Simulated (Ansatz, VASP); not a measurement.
# Two plane-wave programs on Zr3SbH

```
CELL_PARAMETERS angstrom
4.46206 0.00000 0.00000
0.00000 4.46206 0.00000
0.00000 0.00000 4.46206
ATOMIC_POSITIONS crystal
Zr 0.00000 0.50000 0.50000
Zr 0.50000 0.00000 0.50000
Zr 0.50000 0.50000 0.00000
Sb 0.00000 0.00000 0.00000
H 0.50000 0.50000 0.50000
```

Change from the starting cell: species swapped into the Mn3AgN type (Pm-3m, No. 221).

Alike in both runs: task single point; functional PBE; k mesh 4 × 4 × 4; occupations gaussian, width 0.1 eV; collinear spin.

|  | VASP | Ansatz |
| --- | --- | --- |
| version | VASP 6.6.1 | Ansatz 0.2.0 |
| potentials or method | VASP PAW PBE potentials, release 64 (Zr_sv, Sb, H) | scalar-relativistic, plane waves, PAW |
| plane-wave cutoff (eV) | 520 | 420 |
| valence electrons in the cell | 42 | 52 |

```tsv
	VASP	Ansatz	Ansatz less VASP
gap on the k mesh at the Fermi level (eV)	none	none	-
pressure (GPa)	0.2	0.1	-0.07
net moment per atom (μB)	0.00	0.00	0.000
```

A gap of «none» marks a metal or a gap that the smearing closes. The two sets of potentials don't hold the same shells in valence. Ansatz warned: «seeded_moment_not_kept».

The runs have no spin-orbit coupling, so splittings on Sb are missing.
